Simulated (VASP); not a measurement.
# Pd12CO in VASP: relaxation of the atoms with PBE+D3(BJ)

Aim: the relaxation of the atoms of Pd12CO with PBE+D3(BJ).

Everything below comes from runs of VASP 6.6.1. Logs are shortened: lines on timing, memory, paths and dates and some standing lists are left out, and cuts for length are marked.

### Step 1. Starting point

The cell holds a slab with vacuum, 14 atoms: a = 5.501 Å, b = 5.501 Å, c = 20.992 Å, α = 90.00°, β = 90.00°, γ = 60.00°.

The cell was built by a generator and needn't be a form met in nature.

### Step 2. Relaxation of the atoms, PBE+D3(BJ)

Input file INCAR:

```
SYSTEM = Pd12CO
ALGO = Normal
EDIFF = 1E-6
EDIFFG = -0.03
ENCUT = 400
GGA = PE
IBRION = 2
ISIF = 2
ISMEAR = 1
ISYM = 0
IVDW = 12
KPAR = 4
LASPH = .TRUE.
LCHARG = .FALSE.
LREAL = Auto
LWAVE = .FALSE.
NELM = 60
NSW = 120
PREC = Accurate
SIGMA = 0.1
```

Input file KPOINTS:

```
k-points
0
G
  6 6 1
  0 0 0
```

Input file POSCAR:

```
Pd12CO
1.0
    5.5012907576      0.0000000000      0.0000000000
    2.7506453788      4.7642575497      0.0000000000
    0.0000000000      0.0000000000     20.9917850943
Pd C O
12 1 1
Selective dynamics
Direct
    0.1666666667      0.1666666667      0.1190942070  F F F
    0.6666666667      0.1666666667      0.1190942070  F F F
    0.1666666667      0.6666666667      0.1190942070  F F F
    0.6666666667      0.6666666667      0.1190942070  F F F
    0.8333333333      0.3333333333      0.2260833238  F F F
    0.3333333333      0.3333333333      0.2260833238  F F F
    0.8333333333      0.8333333333      0.2260833238  F F F
    0.3333333333      0.8333333333      0.2260833238  F F F
    0.0000000000      0.0000000000      0.3330724406  T T T
    0.5000000000      0.0000000000      0.3330724406  T T T
    0.0000000000      0.5000000000      0.3330724406  T T T
    0.5000000000      0.5000000000      0.3330724406  T T T
    0.1666666667      0.1666666667      0.3958761689  T T T
    0.1666666667      0.1666666667      0.4495792352  T T T
```

Potentials or basis: VASP PAW PBE potentials, release 64 (Pd, C, O).

Started as:

```
$ cat potpaw_PBE.64/Pd/POTCAR potpaw_PBE.64/C/POTCAR potpaw_PBE.64/O/POTCAR > POTCAR
$ mpirun -np 4 vasp_std > vasp.out
```

OUTCAR:

```text
SYSTEM = Pd12CO
   EDIFF = 1E-6
   EDIFFG = -0.03
   ENCUT = 400
   GGA = PE
   IBRION = 2
   ISIF = 2
   ISMEAR = 1
   ISYM = 0
   IVDW = 12
   LASPH = .TRUE.
   LREAL = Auto
   NELM = 60
   NSW = 120
   PREC = Accurate
 IVDW          = 12

 ion  position               nearest neighbor table
   1  0.167  0.167  0.119-   6 2.75   2 2.75   2 2.75   3 2.75   4 2.75   3 2.75   4 2.75   5 2.75
                             8 2.75
   2  0.667  0.167  0.119-   5 2.75   1 2.75   1 2.75   3 2.75   4 2.75   4 2.75   3 2.75   6 2.75
                             7 2.75
   3  0.167  0.667  0.119-   8 2.75   4 2.75   4 2.75   1 2.75   2 2.75   2 2.75   1 2.75   7 2.75
                             6 2.75
   4  0.667  0.667  0.119-   7 2.75   3 2.75   3 2.75   1 2.75   2 2.75   1 2.75   2 2.75   8 2.75
                             5 2.75
   5  0.833  0.333  0.226-   2 2.75   6 2.75   6 2.75   7 2.75   8 2.75   7 2.75   8 2.75  12 2.75
                             9 2.75   1 2.75  11 2.75   4 2.75
   6  0.333  0.333  0.226-   1 2.75   5 2.75   5 2.75   7 2.75   8 2.75   8 2.75   7 2.75  11 2.75
                            10 2.75   2 2.75  12 2.75   3 2.75
   7  0.833  0.833  0.226-   4 2.75   8 2.75   8 2.75   5 2.75   6 2.75   6 2.75   5 2.75  10 2.75
                            11 2.75   3 2.75   9 2.75   2 2.75
   8  0.333  0.833  0.226-   3 2.75   7 2.75   7 2.75   5 2.75   6 2.75   5 2.75   6 2.75   9 2.75
                            12 2.75   4 2.75  10 2.75   1 2.75
   9  0.000  0.000  0.333-  13 2.06  10 2.75  10 2.75  11 2.75  12 2.75  11 2.75  12 2.75   8 2.75
                             5 2.75   7 2.75
  10  0.500  0.000  0.333-  13 2.06   9 2.75   9 2.75  11 2.75  12 2.75  12 2.75  11 2.75   7 2.75
                             6 2.75   8 2.75
  11  0.000  0.500  0.333-  13 2.06  12 2.75  12 2.75   9 2.75  10 2.75  10 2.75   9 2.75   6 2.75
                             7 2.75   5 2.75
  12  0.500  0.500  0.333-  11 2.75  11 2.75   9 2.75  10 2.75   9 2.75  10 2.75   5 2.75   8 2.75
                             6 2.75
  13  0.167  0.167  0.396-  14 1.13  10 2.06  11 2.06   9 2.06
  14  0.167  0.167  0.450-  13 1.13

IMPORTANT INFORMATION: All symmetrisations will be switched off!
NOSYMM: (Re-)initialisation of all symmetry stuff for point group C_1.

----------------------------------------------------------------------------------------

                                     Primitive cell

  volume of cell :     550.1856

  direct lattice vectors                    reciprocal lattice vectors
     5.501290758  0.000000000  0.000000000     0.181775522 -0.104948147  0.000000000
     2.750645379  4.764257550  0.000000000     0.000000000  0.209896293  0.000000000
     0.000000000  0.000000000 20.991785094     0.000000000  0.000000000  0.047637683

  length of vectors
     5.501290758  5.501290758 20.991785094     0.209896293  0.209896293  0.047637683

  position of ions in fractional coordinates (direct lattice)
     0.166666667  0.166666667  0.119094207
     0.666666667  0.166666667  0.119094207
     0.166666667  0.666666667  0.119094207
     0.666666667  0.666666667  0.119094207
     0.833333333  0.333333333  0.226083324
     0.333333333  0.333333333  0.226083324
     0.833333333  0.833333333  0.226083324
     0.333333333  0.833333333  0.226083324
     0.000000000  0.000000000  0.333072441
     0.500000000  0.000000000  0.333072441
     0.000000000  0.500000000  0.333072441
     0.500000000  0.500000000  0.333072441
     0.166666667  0.166666667  0.395876169
     0.166666667  0.166666667  0.449579235

  ion indices of the primitive-cell ions
   primitive index   ion index
                 1           1
                 2           2
                 3           3
                 4           4
                 5           5
                 6           6
                 7           7
                 8           8
                 9           9
                10          10
                11          11
                12          12
                13          13
                14          14

----------------------------------------------------------------------------------------

 KPOINTS: k-points

Automatic generation of k-mesh.
 Grid dimensions read from file:
 generate k-points for:    6    6    1

 Generating k-lattice:

  Cartesian coordinates                     Fractional coordinates (reciprocal lattice)
     0.030295920 -0.017491358  0.000000000     0.166666667  0.000000000  0.000000000
     0.000000000  0.034982716  0.000000000     0.000000000  0.166666667  0.000000000
     0.000000000  0.000000000  0.047637683     0.000000000  0.000000000  1.000000000

  Length of vectors
     0.034982716  0.034982716  0.047637683

  Shift w.r.t. Gamma in fractional coordinates (k-lattice)
     0.000000000  0.000000000  0.000000000

 Subroutine IBZKPT returns following result:
 ===========================================

 Found     20 irreducible k-points:

 Following reciprocal coordinates:
            Coordinates               Weight
  0.000000  0.000000  0.000000      1.000000
  0.166667  0.000000  0.000000      2.000000
  0.166667  0.166667  0.000000      2.000000
  0.000000  0.166667  0.000000      2.000000
  0.333333  0.000000  0.000000      2.000000
  0.333333  0.333333  0.000000      2.000000
[... 12 lines left out ...]
  0.500000 -0.333333  0.000000      2.000000
 -0.333333  0.333333  0.000000      2.000000
   k-points           NKPTS =     20   k-points in BZ     NKDIM =     20   number of bands    NBANDS=     78
   number of dos      NEDOS =    301   number of ions     NIONS =     14
   total plane-waves  NPLWV = 181440
   dimension x,y,z NGX =    36 NGY =   36 NGZ =  140
   dimension x,y,z NGXF=    72 NGYF=   72 NGZF=  280
   ions per type =              12   1   1
   NGX,Y,Z   is equivalent  to a cutoff of  10.88, 10.88, 11.09 a.u.
   NGXF,Y,Z  is equivalent  to a cutoff of  21.76, 21.76, 22.17 a.u.
 SYSTEM =  Pd12CO
   PREC   = accura    normal or accurate (medium, high low for compatibility)
   ISTART =      0    job   : 0-new  1-cont  2-samecut
   ICHARG =      2    charge: 1-file 2-atom 10-const
   ISPIN  =      1    spin polarized calculation?
   LNONCOLLINEAR =      F non collinear calculations
   LSORBIT =      F    spin-orbit coupling
   LASPH  =      T    aspherical Exc in radial PAW
   ENCUT  =  400.0 eV  29.40 Ry    5.42 a.u.   8.97  8.97 34.23*2*pi/ulx,y,z
   NELM   =     60;   NELMIN=  2; NELMDL= -5     # of ELM steps
   EDIFF  = 0.1E-05   stopping-criterion for ELM
   LREAL  =      T    real-space projection
   EDIFFG = -.3E-01   stopping-criterion for IOM
   NSW    =    120    number of steps for IOM
   IBRION =      2    ionic relax: 0-MD 1-quasi-New 2-CG
   NFREE  =      1    steps in history (QN), initial steepest desc. (CG)
   ISIF   =      2    stress and relaxation
   ISYM   =      0    0-nonsym 1-usesym 2-fastsym
   POTIM  = 0.5000    time-step for ionic-motion
   TEBEG  =    0.0;   TEEND  =   0.0 temperature during run
   PSTRESS=    0.0 pullay stress
   NELECT =     130.0000    total number of electrons
   NUPDOWN=      -1.0000    fix difference up-down
   EMIN   =  10.00;   EMAX   =-10.00  energy-range for DOS
   EFERMI =   0.00;   METHOD = LEGACY
   ISMEAR =     1;   SIGMA  =   0.10  broadening in eV -4-tet -1-fermi 0-gaus
   EFERMI_NEDOS =   21; number of points for ismear=-14 and -15
   IALGO  =     38    algorithm
   IMIX   =      4    mixing-type and parameters
     AMIX     =   0.40;   BMIX     =  1.00
     AMIX_MAG =   1.60;   BMIX_MAG =  1.00
  volume/ion in A,a.u.               =      39.30       265.20
  Fermi-wavevector in a.u.,A,eV,Ry     =   1.012091  1.912575 13.936830  1.024328
  Thomas-Fermi vector in A             =   2.145180
   LORBIT       =      0    0 simple, 1 ext, 2 COOP (PROOUT), +10 PAW based schemes
   GGA     = PE    functional components
   LHFCALC =     F    Hartree Fock is set to
   AEXX    =    0.0000 exact exchange contribution
   IVDW    =    12    specifies the selected vdW correction
   LEPSILON=     F    determine dielectric tensor
   LRPA    =     F    only Hartree local field effects (RPA)
 conjugate gradient relaxation of ions
 non-spin polarized calculation
 Methfessel and Paxton  Order N= 1 SIGMA  =   0.10
  energy-cutoff  :      400.00
  volume of cell :      550.19
 maximum number of plane-waves:     10023
   NGX = 17   NGY = 17   NGZ = 69

--------------------------------------- Ionic step        1  -------------------------------------------

 number of electron     129.9999968 magnetization

 Free energy of the ion-electron system (eV)
  ---------------------------------------------------
  ext. energy  EPLUGINS =         0.00000000
  ---------------------------------------------------
  free energy    TOTEN  =       -74.57775520 eV

  energy without entropy =      -74.56593711  energy(sigma->0) =      -74.57381584

------------------------ aborting loop because EDIFF is reached ----------------------------------------

 Edisp (eV)   -5.71807

 E8    (eV) :    -2.6076

  FORCE on cell =-STRESS in cart. coord.  units (eV):
  Direction    XX          YY          ZZ          XY          YZ          ZX
  --------------------------------------------------------------------------------------
  -------------------------------------------------------------------------------------
  Total      -5.89381    -5.89379    11.41288    -0.00002     0.00000     0.00000
  in kB     -17.16317   -17.16311    33.23507    -0.00007     0.00001     0.00001
  external pressure =       -0.36 kB  Pullay stress =        0.00 kB
[... 133 lines left out ...]
  FREE ENERGIE OF THE ION-ELECTRON SYSTEM (eV)
  ---------------------------------------------------
  free  energy   TOTEN  =       -79.2977000738 eV

  energy  without entropy=      -79.2871429812  energy(sigma->0) =      -79.29418104

[... ionic steps 4 to 23 ...]

--------------------------------------- Ionic step       24  -------------------------------------------

 number of electron     129.9999979 magnetization

------------------------ aborting loop because EDIFF is reached ----------------------------------------

 Edisp (eV)   -5.66933

 E8    (eV) :    -2.5843
[... 93 lines left out ...]
  energy  without entropy=      -80.5155268448  energy(sigma->0) =      -80.52390733

--------------------------------------- Ionic step       26  -------------------------------------------

 number of electron     129.9999979 magnetization

 Free energy of the ion-electron system (eV)
  ---------------------------------------------------
  ext. energy  EPLUGINS =         0.00000000
  ---------------------------------------------------
  free energy    TOTEN  =       -74.85864694 eV

  energy without entropy =      -74.84610526  energy(sigma->0) =      -74.85446638

 E-fermi :  -0.4426     XC(G=0):  -5.4085

 val. band max:       -0.4433630259   @ k =   0.0000   0.1667   0.0000
 cond. band min:      -0.4365000355   @ k =   0.3333   0.1667   0.0000
 fundamental gap:      0.0068629904
 Fermi energy:        -0.4425767493

 k-point     1 :       0.0000    0.0000    0.0000
  band No.  band energies     occupation
      1     -22.9291      2.00000
      2     -10.3219      2.00000
      3      -7.1560      2.00000
      4      -6.6508      2.00000
      5      -6.6508      2.00000
      6      -6.5683      2.00000
[... 1589 lines left out ...]
     76       4.2970      0.00000
     77       5.2574      0.00000
 [bands above 77 left out]

------------------------ aborting loop because EDIFF is reached ----------------------------------------

 Edisp (eV)   -5.66948

 E8    (eV) :    -2.5844

  FORCE on cell =-STRESS in cart. coord.  units (eV):
  Direction    XX          YY          ZZ          XY          YZ          ZX
  --------------------------------------------------------------------------------------
  -------------------------------------------------------------------------------------
  Total      -7.60537    -7.60543     0.43303     0.00000     0.00002     0.00001
  in kB     -22.14734   -22.14752     1.26100     0.00000     0.00005     0.00003
  external pressure =      -14.34 kB  Pullay stress =        0.00 kB
[... 29 lines left out ...]
  FREE ENERGIE OF THE ION-ELECTRON SYSTEM (eV)
  ---------------------------------------------------
  free  energy   TOTEN  =       -80.5281235084 eV

  energy  without entropy=      -80.5155818297  energy(sigma->0) =      -80.52394295

 reached required accuracy - stopping structural energy minimisation
```

Run time: 50 min. Hardware: 4 MPI ranks of AMD EPYC 9R45 (Zen 5), shared host; peak memory 0.73 GiB.

Results:

* Free energy: -80.5281 eV
* Energy gained by relaxing: 16.6 meV/atom
* Ionic steps: 26
* Band gap on the k mesh: none (metal or under the smearing width)
* Dispersion energy per atom: -0.405 eV

Step by step:
```csv
step,energy change (eV),largest force (eV/Å),pressure (GPa)
1,0.0000,6.6115,-0.04
2,3.8161,8.1451,-1.29
3,0.9981,8.6827,-1.68
4,-0.0610,4.1502,-1.15
5,-0.1760,1.2883,-0.83
6,-0.1825,0.3307,-0.71
7,-0.1825,0.3308,-0.72
8,-0.1966,0.2322,-0.84
9,-0.2018,0.2942,-0.96
10,-0.2132,0.3886,-1.02
11,-0.2204,0.8942,-1.10
12,-0.2235,0.5490,-1.16
13,-0.2250,0.4585,-1.24
14,-0.2251,0.4614,-1.24
15,-0.2255,0.4641,-1.25
16,-0.2268,0.4725,-1.28
17,-0.2290,0.4890,-1.32
18,-0.2314,0.5218,-1.41
19,-0.2293,0.5847,-1.59
20,-0.2317,0.5394,-1.46
21,-0.2319,0.5445,-1.43
22,-0.2320,0.5437,-1.44
23,-0.2321,0.5452,-1.44
24,-0.2323,0.5493,-1.43
25,-0.2323,0.5491,-1.43
26,-0.2323,0.5482,-1.43
```

Final structure:
```
Pd C O
1.0
     5.50129    0.00000    0.00000
     2.75065    4.76426    0.00000
     0.00000    0.00000   20.99179
Pd C O
12 1 1
Cartesian
  1.3753 0.7940 2.5000
  4.1260 0.7940 2.5000
  2.7506 3.1762 2.5000
  5.5013 3.1762 2.5000
  5.5013 1.5881 4.7459
  2.7506 1.5881 4.7459
  6.8766 3.9702 4.7459
  4.1260 3.9702 4.7459
  8.2454 4.7605 7.0680
  5.5078 4.7605 7.0680
  6.8766 2.3897 7.0680
  4.1260 2.3821 7.0065
  1.3753 0.7940 8.3881
  1.3753 0.7940 9.5768
```

Caveat: the cutoff is under 1.25 times the usual one of these potentials, so pressure, stress and relaxed cells hold a basis-set (Pulay) error; the standard files for N, O and F lose accuracy on very short bonds.
